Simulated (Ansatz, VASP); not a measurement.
# Ga2CoO4 (Ga2CoO4 (Fd-3m)): VASP beside Ansatz, part 2 of 2

Wanted: the spread between two codes on one cell, functional and k mesh. The cell is taken from a series of runs on this material, whose earlier steps may have relaxed, scaled, displaced or heated it; both programs get it as it stands.

VASP 6.6.1 and Ansatz 0.2.0.

So far: The starting structure; Ansatz: relaxation of cell and atoms, r2SCAN.

In doubt: warnings of the run leave room for a lower electronic state (step 2), so energies may not be the lowest and differences between runs may mislead.

## 3. VASP: relaxation of cell and atoms, r2SCAN

Level of this step: r2SCAN, spin-polarised from a ferromagnetic start; plane waves and PAW (Ga_d, Co, O) (VASP).

The same cell, functional, mesh and smearing now go to VASP, with its own data sets.

Lines of VASP's logs that name or quote its potential files are left out, and so is its time.

Contents of INCAR:

```
SYSTEM = Ga2CoO4
PREC = Accurate
ENCUT = 660
EDIFF = 1E-07
NELM = 200
ISMEAR = -1
SIGMA = 0.01
LREAL = .FALSE.
ALGO = Normal
METAGGA = R2SCAN
LASPH = .TRUE.
NBANDS = 84
ISPIN = 2
MAGMOM = 0 0 0 0 2.46 2.46 0.06 0.06 0.06 0.06 0.06 0.06 0.06 0.06
LMAXMIX = 4
LORBIT = 11
LWAVE = .FALSE.
LCHARG = .FALSE.
ISIF = 3
IBRION = 2
NSW = 80
EDIFFG = -0.005
GGA_COMPAT = .FALSE.
NELMIN = 4
LMIXTAU = .TRUE.
KPAR = 4
```

Contents of POSCAR:

```
Ga2CoO4
1.0
    0.0000000000      4.1743960000      4.1743960000
    4.1743960000      0.0000000000      4.1743960000
    4.1743960000      4.1743960000      0.0000000000
Ga Co O
4 2 8
Direct
    0.6250000000      0.1250000000      0.1250000000
    0.1250000000      0.1250000000      0.1250000000
    0.1250000000      0.6250000000      0.1250000000
    0.1250000000      0.1250000000      0.6250000000
    0.7500000000      0.7500000000      0.7500000000
    0.5000000000      0.5000000000      0.5000000000
    0.3635051634      0.9094845099      0.3635051634
    0.8864948366      0.8864948366      0.8864948366
    0.3405154901      0.8864948366      0.8864948366
    0.8864948366      0.8864948366      0.3405154901
    0.3635051634      0.3635051634      0.9094845099
    0.9094845099      0.3635051634      0.3635051634
    0.8864948366      0.3405154901      0.8864948366
    0.3635051634      0.3635051634      0.3635051634
```

Contents of KPOINTS:

```
Automatic mesh
0
Gamma
6 6 6
0 0 0
```

Potentials, in the order of the species: Ga_d, Co and O (PBE family, release 64).

Run with:

```bash
$ mpirun -np 4 vasp_std
```

Numbers of over 12 decimals in the logs are rounded to 6 here.

The log of the run:

```text
[banner, memory and clock lines left out]
running    4 mpi-ranks, on    1 nodes
 distrk:  each k-point on    1 cores,    4 groups
 distr:  one band on    1 cores,    1 groups

 POSCAR found type information on POSCAR GaCoO
 POSCAR found :  3 types and      14 ions
|                                                                             |
|               ----> ADVICE to this user running VASP <----                  |
|                                                                             |
|     You enforced a specific xc type in the INCAR file but a different       |
|     [... a line on the potential file left out ...]
|     I HOPE YOU KNOW WHAT YOU ARE DOING!                                     |
|                                                                             |

 LDA part: xc-table for (None), standard interpolation
 POSCAR, INCAR and KPOINTS ok, starting setup
 FFT: planning ... GRIDC
 FFT: planning ... GRID_SOFT
 FFT: planning ... GRID
 WAVECAR not read
 entering main loop
       N       E                     dE             d eps       ncg     rms          rms(c)
DAV:   1     0.181327071804E+04    0.18133E+04   -0.56411E+04  6324   0.284E+03
DAV:   2     0.301590015623E+03   -0.15117E+04   -0.13363E+04  5392   0.819E+02
DAV:   3    -0.132197213379E+03   -0.43379E+03   -0.40205E+03  5932   0.295E+02
DAV:   4    -0.184182391537E+03   -0.51985E+02   -0.49872E+02  6544   0.102E+02
DAV:   5    -0.186735447932E+03   -0.25531E+01   -0.25188E+01  7236   0.240E+01    0.365E+01
DAV:   6    -0.177776192703E+03    0.89593E+01   -0.16158E+02  8144   0.917E+01    0.879E+01
DAV:   7    -0.142937585180E+03    0.34839E+02   -0.51718E+01  7008   0.998E+01    0.152E+01
DAV:   8    -0.144116647044E+03   -0.11791E+01   -0.15236E+01  6536   0.253E+01    0.128E+01
DAV:   9    -0.145567955738E+03   -0.14513E+01   -0.21178E+00  6460   0.858E+00    0.477E+00
DAV:  10    -0.145892169908E+03   -0.32421E+00   -0.28706E-01  7320   0.402E+00    0.227E+00
DAV:  11    -0.145931597015E+03   -0.39427E-01   -0.97902E-02  6168   0.169E+00    0.166E+00
DAV:  12    -0.145980302447E+03   -0.48705E-01   -0.16479E-02  7264   0.103E+00    0.416E-01
DAV:  13    -0.145981493538E+03   -0.11911E-02   -0.40753E-03  6924   0.405E-01    0.224E-01
DAV:  14    -0.145981934617E+03   -0.44108E-03   -0.61249E-04  7048   0.154E-01    0.894E-02
DAV:  15    -0.145982044526E+03   -0.10991E-03   -0.10909E-04  7432   0.999E-02    0.307E-02
DAV:  16    -0.145982037246E+03    0.72792E-05   -0.38776E-05  8100   0.512E-02    0.867E-03
DAV:  17    -0.145982033723E+03    0.35232E-05   -0.14070E-05  6116   0.232E-02    0.602E-03
DAV:  18    -0.145982035344E+03   -0.16207E-05   -0.10757E-06  6388   0.728E-03    0.267E-03
DAV:  19    -0.145982034809E+03    0.53504E-06   -0.19061E-07  4628   0.303E-03    0.107E-03
DAV:  20    -0.145982035343E+03   -0.53416E-06   -0.44270E-08  3408   0.144E-03    0.508E-04
DAV:  21    -0.145982035582E+03   -0.23862E-06   -0.11188E-08  3224   0.962E-04    0.174E-04
DAV:  22    -0.145982035607E+03   -0.25282E-07   -0.60838E-09  3228   0.470E-04
   1 F= -.14598204E+03 E0= -.14598204E+03  d E =-.145982E+03  mag=     6.0000
 curvature:   0.00 expect dE= 0.000E+00 dE for cont linesearch  0.000E+00
 trial: gam= 0.00000 g(F)=  0.439E-04 g(S)=  0.817E-04 ort = 0.000E+00 (trialstep = 0.100E+01)
 search vector abs. value=  0.126E-03
 bond charge predicted
       N       E                     dE             d eps       ncg     rms          rms(c)
DAV:   1    -0.145982690384E+03   -0.65480E-03   -0.23167E-02  7684   0.105E+00    0.186E-01
DAV:   2    -0.145982175469E+03    0.51492E-03   -0.16087E-03  7200   0.331E-01    0.965E-02
DAV:   3    -0.145982086613E+03    0.88856E-04   -0.23018E-04  8156   0.122E-01    0.657E-02
DAV:   4    -0.145982077768E+03    0.88453E-05   -0.31975E-05  7340   0.389E-02    0.181E-02
DAV:   5    -0.145982069949E+03    0.78187E-05   -0.65181E-06  9372   0.264E-02    0.602E-03
DAV:   6    -0.145982069944E+03    0.49531E-08   -0.48660E-06  6168   0.155E-02    0.229E-03
DAV:   7    -0.145982069102E+03    0.84234E-06   -0.40367E-07  5316   0.324E-03    0.942E-04
DAV:   8    -0.145982068342E+03    0.75938E-06   -0.30722E-08  3132   0.139E-03    0.673E-04
DAV:   9    -0.145982067595E+03    0.74762E-06   -0.12802E-08  3088   0.865E-04    0.219E-04
DAV:  10    -0.145982067526E+03    0.68447E-07   -0.47017E-09  3072   0.495E-04
   2 F= -.14598207E+03 E0= -.14598207E+03  d E =-.319193E-04  mag=     6.0000
 trial-energy change:   -0.000032  1 .order    0.000003   -0.000126    0.000133
 step:   0.6687(harm=  0.4866)  dis= 0.00020  next Energy=  -145.982088 (dE=-0.526E-04)
 bond charge predicted
       N       E                     dE             d eps       ncg     rms          rms(c)
DAV:   1    -0.145982173757E+03   -0.10616E-03   -0.25421E-03  7660   0.349E-01    0.617E-02
DAV:   2    -0.145982107185E+03    0.66572E-04   -0.17668E-04  7224   0.110E-01    0.320E-02
DAV:   3    -0.145982090804E+03    0.16381E-04   -0.25263E-05  8188   0.403E-02    0.218E-02
DAV:   4    -0.145982087726E+03    0.30775E-05   -0.35108E-06  7308   0.129E-02    0.600E-03
DAV:   5    -0.145982085871E+03    0.18548E-05   -0.59614E-07  6940   0.872E-03    0.198E-03
DAV:   6    -0.145982085776E+03    0.95821E-07   -0.65972E-07  5464   0.584E-03
   3 F= -.14598209E+03 E0= -.14598209E+03  d E =-.501687E-04  mag=     6.0000
 curvature:  -0.21 expect dE=-0.352E-05 dE for cont linesearch -0.330E-05
 trial: gam= 0.00000 g(F)=  0.231E-05 g(S)=  0.142E-04 ort =-0.442E-04 (trialstep = 0.934E+00)
 search vector abs. value=  0.165E-04
 reached required accuracy - stopping structural energy minimisation
```

OUTCAR, selected parts (step 3):

```text
ion  position               nearest neighbor table
   1  0.625  0.125  0.125-   7 2.00  10 2.00  11 2.00  13 2.00   8 2.00  14 2.00
   2  0.125  0.125  0.125-  10 2.00  11 2.00   7 2.00   9 2.00  12 2.00  13 2.00
   3  0.125  0.625  0.125-   9 2.00  10 2.00  11 2.00  12 2.00   8 2.00  14 2.00
   4  0.125  0.125  0.625-   7 2.00   9 2.00  12 2.00  13 2.00   8 2.00  14 2.00
   5  0.750  0.750  0.750-   8 1.97   9 1.97  10 1.97  13 1.97
   6  0.500  0.500  0.500-  14 1.97  11 1.97  12 1.97   7 1.97
   7  0.364  0.909  0.364-   6 1.97   4 2.00   1 2.00   2 2.00
   8  0.886  0.886  0.886-   5 1.97   3 2.00   4 2.00   1 2.00
   9  0.341  0.886  0.886-   5 1.97   4 2.00   3 2.00   2 2.00
  10  0.886  0.886  0.341-   5 1.97   3 2.00   1 2.00   2 2.00
  11  0.364  0.364  0.909-   6 1.97   3 2.00   1 2.00   2 2.00
  12  0.909  0.364  0.364-   6 1.97   4 2.00   3 2.00   2 2.00
  13  0.886  0.341  0.886-   5 1.97   4 2.00   1 2.00   2 2.00
  14  0.364  0.364  0.364-   6 1.97   3 2.00   4 2.00   1 2.00

  LATTYP: Found a face centered cubic cell.
 ALAT       =     8.3487920000

 Subroutine GETGRP returns: Found 48 space group operations
 (whereof 24 operations were pure point group operations)

The static configuration has the point symmetry T_d .
 The point group associated with its full space group is O_h .

 Found     16 irreducible k-points:

   k-points           NKPTS =     16   k-points in BZ     NKDIM =     16   number of bands    NBANDS=     84

   dimension x,y,z NGX =    50 NGY =   50 NGZ =   50
   dimension x,y,z NGXF=   100 NGYF=  100 NGZF=  100

   ENCUT  =  660.0 eV  48.51 Ry    6.96 a.u.  12.37 12.37 12.37*2*pi/ulx,y,z

   NELECT =     118.0000    total number of electrons

 k-points in reciprocal lattice and weights: Automatic mesh
   0.00000000  0.00000000  0.00000000       0.005
   0.16666667  0.00000000  0.00000000       0.037
   0.33333333  0.00000000  0.00000000       0.037
   0.50000000  0.00000000  0.00000000       0.019
   0.16666667  0.16666667  0.00000000       0.028
   0.33333333  0.16666667  0.00000000       0.111
   0.50000000  0.16666667  0.00000000       0.111
  -0.33333333  0.16666667  0.00000000       0.111
  -0.16666667  0.16666667  0.00000000       0.056
[...]
-0.33333333  0.33333333  0.16666667       0.111
  -0.33333333  0.50000000  0.16666667       0.056

 average (electrostatic) potential at core
       1 -68.6450       2 -68.6450       3 -68.6450       4 -68.6450       5 -87.3621
       6 -87.3621       7 -73.2411       8 -73.2411       9 -73.2411      10 -73.2411
      11 -73.2411      12 -73.2411      13 -73.2411      14 -73.2411

 E-fermi :   5.9640

 spin component 1
 k-point     1 :       0.0000    0.0000    0.0000
  band No.  band energies     occupation
    ...
     58       4.4048      1.00000
     59       4.4048      1.00000
     60       4.5722      1.00000
     61       4.5722      1.00000
     62       4.5723      1.00000
     63       7.2276      0.00000
     64      10.8080      0.00000
     65      10.8080      0.00000
     66      10.8080      0.00000
     67      12.1001      0.00000
    ...

 k-point     2 :       0.1667    0.0000    0.0000
  band No.  band energies     occupation
    ...
     58       4.3469      1.00000
     59       4.3967      1.00000
     60       4.3967      1.00000
     61       4.5695      1.00000
     62       4.5695      1.00000
     63       7.7852      0.00000
     64      11.0445      0.00000
     65      11.0657      0.00000
     66      11.0657      0.00000
     67      11.8809      0.00000
    ...

 k-point     3 :       0.3333    0.0000    0.0000
  band No.  band energies     occupation
    ...
     58       4.2610      1.00000
     59       4.3621      1.00000
     60       4.3621      1.00000
     61       4.5665      1.00000
     62       4.5666      1.00000
     63       8.9243      0.00000
     64      11.2031      0.00000
     65      11.6222      0.00000
     66      11.6940      0.00000
     67      11.6940      0.00000
    ...

 k-point     4 :       0.5000    0.0000    0.0000
  band No.  band energies     occupation
    ...
     58       4.2155      1.00000
     59       4.3325      1.00000
     60       4.3325      1.00000
     61       4.5659      1.00000
     62       4.5659      1.00000
     63       9.9704      0.00000
     64      10.3483      0.00000
     65      12.1458      0.00000
     66      12.1458      0.00000
     67      12.2602      0.00000
    ...

 k-point     5 :       0.1667    0.1667    0.0000
  band No.  band energies     occupation
    ...
     58       4.3575      1.00000
     59       4.3575      1.00000
     60       4.4467      1.00000
     61       4.5134      1.00000
     62       4.5134      1.00000
     63       7.9619      0.00000
     64      10.9937      0.00000
     65      11.2074      0.00000
     66      11.2074      0.00000
     67      12.2528      0.00000
    ...

 k-point     6 :       0.3333    0.1667    0.0000
  band No.  band energies     occupation
    ...
     58       4.2796      1.00000
     59       4.3691      1.00000
     60       4.4107      1.00000
     61       4.4575      1.00000
     62       4.5284      1.00000
     63       8.8686      0.00000
     64      11.3294      0.00000
     65      11.7226      0.00000
     66      11.7469      0.00000
     67      11.7713      0.00000
    ...

  Total        0.0370974      0.0370974      0.0370974      0.0000000      0.0000000     -0.0000000
  in kB        0.4087996      0.4087996      0.4087996      0.0000000      0.0000000     -0.0000000
  external PRESSURE =       0.4087996 kB  Pullay stress =       0.0000000 kB

  energy-cutoff  :      660.00
  volume of cell :      145.39
      direct lattice vectors                 reciprocal lattice vectors
    -0.000000000  4.173540844  4.173540844    -0.119802350  0.119802350  0.119802350
     4.173540844 -0.000000000  4.173540844     0.119802350 -0.119802350  0.119802350
     4.173540844  4.173540844  0.000000000     0.119802350  0.119802350 -0.119802350

 POSITION                                       TOTAL-FORCE (eV/Angst)
 -----------------------------------------------------------------------------------
      1.04339      3.13016      3.13016         0.000000      0.000000      0.000000
      1.04339      1.04339      1.04339         0.000000      0.000000      0.000000
      3.13016      1.04339      3.13016         0.000000      0.000000      0.000000
      3.13016      3.13016      1.04339         0.000000      0.000000      0.000000
      6.26031      6.26031      6.26031         0.000000      0.000000      0.000000
      4.17354      4.17354      4.17354         0.000000      0.000000      0.000000
      5.31307      3.03401      5.31307        -0.001412      0.001412     -0.001412
      7.39984      7.39984      7.39984        -0.001412     -0.001412     -0.001412
      7.39984      5.12078      5.12078        -0.001412      0.001412      0.001412
      5.12078      5.12078      7.39984         0.001412      0.001412     -0.001412
      5.31307      5.31307      3.03401        -0.001412     -0.001412      0.001412
      3.03401      5.31307      5.31307         0.001412     -0.001412     -0.001412
      5.12078      7.39984      5.12078         0.001412     -0.001412      0.001412
      3.03401      3.03401      3.03401         0.001412      0.001412      0.001412
 -----------------------------------------------------------------------------------
    total drift:                                0.000000      0.000000      0.000000

  FREE ENERGIE OF THE ION-ELECTRON SYSTEM (eV)
  ---------------------------------------------------
  free  energy   TOTEN  =      -145.9820857755 eV

  energy  without entropy=     -145.9820857755  energy(sigma->0) =     -145.98208578

 reached required accuracy - stopping structural energy minimisation

 total charge
# of ion       s       p       d       tot
------------------------------------------
    1        0.636   0.712  10.270  11.617
    2        0.636   0.712  10.270  11.617
    3        0.636   0.712  10.270  11.617
    4        0.636   0.712  10.270  11.617
    5        0.336   0.422   7.098   7.855
    6        0.336   0.422   7.098   7.855
    7        1.556   3.534   0.000   5.090
    8        1.556   3.534   0.000   5.090
    9        1.556   3.534   0.000   5.090
   10        1.556   3.534   0.000   5.090
   11        1.556   3.534   0.000   5.090
   12        1.556   3.534   0.000   5.090
   13        1.556   3.534   0.000   5.090
   14        1.556   3.534   0.000   5.090
--------------------------------------------------
tot         15.664  31.961  55.275 102.900

 magnetization (x)
# of ion       s       p       d       tot
------------------------------------------
    1        0.003   0.004   0.004   0.010
    2        0.003   0.004   0.004   0.010
    3        0.003   0.004   0.004   0.010
    4        0.003   0.004   0.004   0.010
    5        0.022   0.056   2.575   2.652
    6        0.022   0.056   2.575   2.652
    7        0.005   0.050   0.000   0.055
    8        0.005   0.050   0.000   0.055
    9        0.005   0.050   0.000   0.055
   10        0.005   0.050   0.000   0.055
   11        0.005   0.050   0.000   0.055
   12        0.005   0.050   0.000   0.055
   13        0.005   0.050   0.000   0.055
   14        0.005   0.050   0.000   0.055
--------------------------------------------------
tot          0.097   0.528   5.163   5.789

[... 6 further parts left out ...]
```

The magnetic state follows from one typed start and may not be the lowest. The run keeps the 48 symmetry operations of its start, so it cannot find a distortion of lower symmetry.

## 4. Side by side

Known differences besides the potentials themselves: VASP starts from the moments at which Ansatz ended; VASP keeps PBE cores, Ansatz makes them for the functional; the data sets hold 134 valence electrons in Ansatz (on its PAW soft_1 files) and 118 in VASP; the cutoff is 500 eV in Ansatz and 660 eV in VASP; Ansatz adds a Pulay correction to the stress that steers its cell, VASP none; site moments are counted in spheres of each program's own size. Total energies have different zeros and are not compared.

Compared:

| quantity | Ansatz | VASP | difference |
| --- | --- | --- | --- |
| volume (Å³) | 144.99 | 145.39 | -0.28 % |
| edge a after relaxation, in the typed setting (Å) | 5.897 | 5.902 | -0.09 % |
| total moment (μB) | 6.00 | 6.00 | 0.00 |
| moment on Co6 (μB) | 2.46 | 2.65 | -0.19 |
| moment on Co5 (μB) | 2.46 | 2.65 | -0.19 |
| moment on O8 (μB) | 0.06 | 0.06 | 0.00 |
| moment on O7 (μB) | 0.06 | 0.06 | 0.00 |
| moment on O12 (μB) | 0.06 | 0.06 | 0.00 |
| moment on O11 (μB) | 0.06 | 0.06 | 0.00 |
| moment on O10 (μB) | 0.06 | 0.06 | 0.00 |
| moment on O9 (μB) | 0.06 | 0.06 | 0.00 |

## 5. Outcome

| Property | Result |
| --- | --- |
| difference in volume (relaxation of cell and atoms, r2SCAN) | -0.28 % |

**Reading.** The difference in volume is -0.28 % (relaxation of cell and atoms, r2SCAN), within the 1.2 % picked in this series as the mark of a large difference, as far as the stopping tolerances let one tell. The data sets hold unlike numbers of valence electrons (134 in Ansatz and 118 in VASP), so part of the differences comes from the potentials. Such differences can come from data sets, numerical settings and the points named under the comparisons, not from the functional's error against experiment.

[Lines on the potential files, build, host, timing and source positions are cut from VASP's logs without a mark.]

[Logs are printed without paths, hosts, clocks, repeated set-up lines and the standing remarks that a program may print on its own settings, such as how far it seeks lower states.]

[Hosts, paths, dates, database ids (printed as entryN), source tags and the programs' standing remarks are cut or masked in the printed files.]
